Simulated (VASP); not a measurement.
Data:

```
CELL_PARAMETERS angstrom
      4.92952     0.00000     0.00000
      0.00000     4.92952     0.00000
      0.00000     0.00000     4.92952
ATOMIC_POSITIONS crystal
  La 0.00000 0.00000 0.00000
  Pb 0.00000 0.50000 0.50000
  Pb 0.50000 0.00000 0.50000
  Pb 0.50000 0.50000 0.00000
```

These are LDA (Ceperley-Alder, Perdew-Zunger), VASP's LDA PAW potentials (set 64) (plane waves; VASP) values and carry that method's errors. Run with 300 eV cut-off, 7×7×7 Γ-centred mesh, Gaussian smearing of 0.14 eV, potentials La Pb_d.

Task: Give the energies of bands 21 to 30 at the high-symmetry points, in eV from the Fermi level.

Result: 
```json
[
 {"band": "21", "Γ": "-6.89", "X": "-9.03", "M": "-8.32", "R": "-8.36"},
 {"band": "22", "Γ": "-6.89", "X": "-6.63", "M": "-8.32", "R": "-8.36"},
 {"band": "23", "Γ": "-2.33", "X": "-2.33", "M": "-3.86", "R": "-4.27"},
 {"band": "24", "Γ": "-2.33", "X": "-2.33", "M": "-1.27", "R": "-2.53"},
 {"band": "25", "Γ": "-2.33", "X": "-1.67", "M": "-1.27", "R": "-2.53"},
 {"band": "26", "Γ": "0.72", "X": "-0.27", "M": "-1.05", "R": "-2.53"},
 {"band": "27", "Γ": "0.72", "X": "0.09", "M": "0.22", "R": "1.45"},
 {"band": "28", "Γ": "0.72", "X": "0.09", "M": "0.32", "R": "1.45"},
 {"band": "29", "Γ": "1.56", "X": "0.81", "M": "0.32", "R": "1.45"},
 {"band": "30", "Γ": "1.57", "X": "1.55", "M": "1.53", "R": "1.55"}
]
```

It has no gap at this level: it comes out as a metal or semimetal.

The structure comes from a computed database's LaPb3 entry; how it stands against other phases isn't given here. The cell was not relaxed at this level. The electron count is odd and the run is not spin-polarised, which forces a metal.
